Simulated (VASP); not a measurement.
Here is the system:

```yaml
crystal:
  lattice:
    - [3.38152, 0.00000, 0.00000]
    - [-1.69076, 2.92848, 0.00000]
    - [0.00000, 0.00000, 9.63967]
  atoms:
    - { symbol: Y, position: [0.00000, 0.00000, 0.00000] }
    - { symbol: Y, position: [0.00000, 0.00000, 0.50000] }
    - { symbol: Al, position: [0.33333, 0.66667, 0.25000] }
    - { symbol: Al, position: [0.66667, 0.33333, 0.75000] }
```

These are LDA (Ceperley-Alder, Perdew-Zunger), VASP's LDA PAW potentials (set 64) (plane waves; VASP 6.6.1) values and carry that method's errors. Settings: 400 eV cut-off, 12×12×4 Γ-centred mesh, tetrahedra with Blöchl corrections, potentials Y_sv Al.

The cores are frozen, which limits the accuracy of field gradients.

Give the principal components of the electric field gradient (V/Å²) and the asymmetry η at each nucleus.

```
atom   Vxx   Vyy    Vzz     η
----  ----  ----  -----  ----
Y1    10.3  10.3  -20.6  0.00
Y2    10.3  10.3  -20.6  0.00
Al3   22.1  22.1  -44.2  0.00
Al4   22.1  22.1  -44.2  0.00
```

The structure was generated: YAl was put into the NiAs type type (P6_3/mmc), which need not be its known phase. It was relaxed first, which changed the volume by -35 %.
